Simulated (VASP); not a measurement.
Level of theory: HSE06 screened hybrid, VASP's PBE PAW potentials (set 64) (plane waves; VASP).

VASP input:

### INCAR
```
SYSTEM = AlGa31As32
PREC = Normal; ENCUT = 400; LREAL = Auto
LASPH = .TRUE.; ISYM = 0; NELECT = 255.0
EDIFF = 1E-5; NELM = 50; NELMIN = 4
ALGO = Normal; LMAXMIX = 4
ISMEAR = 0; SIGMA = 0.05
GGA = PE; LHFCALC = .TRUE.; AEXX = 0.25
HFSCREEN = 0.2; PRECFOCK = Fast
ISPIN = 2; MAGMOM = 64*0.0156; NUPDOWN = 1
ISIF = 0
LWAVE = .FALSE.; LCHARG = .FALSE.; LORBIT = 10
```

File POSCAR:
```
AlGa31As32
11.522210
  1.0000000366   0.0000000000   0.0000000000
  0.0000000000   1.0000000366   0.0000000000
  0.0000000000   0.0000000000   1.0000000366
Ga As Al
31 32 1
Cart
  0.5000249332   0.0001372116   0.0001706448
  0.7500075735   0.2498471183   0.0003053410
  0.7499765644   0.0000251141   0.2500720817
  0.9999809690   0.9999861356   0.0000154448
  0.2501611743   0.2500672077   0.0001746230
  0.4999194779   0.4999080291   0.0001829826
  0.7499829524   0.7500289560   0.9999967822
  0.2501411962   0.0001884953   0.2501550780
  0.5006265800   0.2507009626   0.2507473682
  0.7499995021   0.5001255704   0.2503009964
  0.4999357783   0.0000615024   0.4999479628
  0.7499006252   0.2502349928   0.4999808996
  0.7499907851   0.9999832574   0.7499598526
  0.9999374541   0.5000222408   0.0002469679
  0.2498795304   0.7501120964   0.0002813725
  0.0000485547   0.2501095787   0.2501061469
  0.2504320457   0.5005157315   0.2504332584
  0.4999706017   0.7500412324   0.2501857357
  0.9998911884   0.0000086788   0.5000783809
  0.2503291670   0.2504209684   0.5005578929
  0.7494368983   0.7494241704   0.5006712111
  0.2499886523   0.0000565572   0.7499978916
  0.4999031007   0.2500690553   0.7501225742
  0.7502384983   0.4997813927   0.7504295695
  0.0000431987   0.7500571087   0.2500522151
  0.0000357010   0.4999535058   0.4999224829
  0.2501519011   0.7500351757   0.4998403682
  0.0001438294   0.2499106202   0.7500022366
  0.2494218754   0.5005156628   0.7506816433
  0.5000884727   0.7500202472   0.7501746657
  0.9998739334   0.7501488510   0.7499577116
  0.6248128623   0.1251651374   0.1252845307
  0.8749378764   0.3750595256   0.1250910919
  0.8749616828   0.1250656952   0.3750806241
  0.1249977126   0.1249919755   0.1249756417
  0.3751366512   0.3749858276   0.1253186475
  0.6249940140   0.6249903199   0.1249838748
  0.8749806502   0.8749814843   0.1249702140
  0.3751011895   0.1253652245   0.3750497618
  0.6246294067   0.3760411020   0.3759936524
  0.8749050134   0.6251296133   0.3752005303
  0.6249799019   0.1250635418   0.6250016340
  0.8750991220   0.3749156624   0.6250232668
  0.8750082691   0.1249782010   0.8749717177
  0.1250454368   0.6248612032   0.1251082667
  0.3750529055   0.8750561256   0.1250412384
  0.1252427928   0.3750192008   0.3750274548
  0.3755439505   0.6248360043   0.3755344300
  0.6251177886   0.8748315825   0.3751613457
  0.1250772532   0.1250293981   0.6248880106
  0.3751037921   0.3757558104   0.6253067730
  0.6244997919   0.6242424624   0.6251929079
  0.8747963306   0.8748694900   0.6248337583
  0.3750502580   0.1249884509   0.8749992501
  0.6249739742   0.3748525168   0.8751423196
  0.8751147741   0.6249219080   0.8750822134
  0.1250147278   0.8750784629   0.3750596591
  0.1248871497   0.6251503281   0.6249019095
  0.3750074803   0.8749503336   0.6250353210
  0.1248364206   0.3749618555   0.8752107383
  0.3750122081   0.6251201469   0.8752219258
  0.6249132673   0.8750781829   0.8750472666
  0.1249934563   0.8749896411   0.8749635924
  0.4995573455   0.5000842558   0.5008351101
```

File KPOINTS:
```
kpoints
0
G
 1 1 1
0 0 0
```

POTCAR, in this order: Ga As Al (PBE.64 set). Program: vasp_gam. Read from the step before: WAVECAR.

Task: What will the output report for the number of irreducible k-points (NKPTS), largest plane-wave count, FFT grid (NGX, NGY, NGZ)?

Result: 
- number of irreducible k-points (NKPTS) = 1
- largest plane-wave count = 13913
- FFT grid (NGX, NGY, NGZ) = 56 × 56 × 56

The cell is a supercell with a defect, built from GaAs (zinc blende): Al_Ga, charge +1. The cell's shape comes from a PBE relaxation.
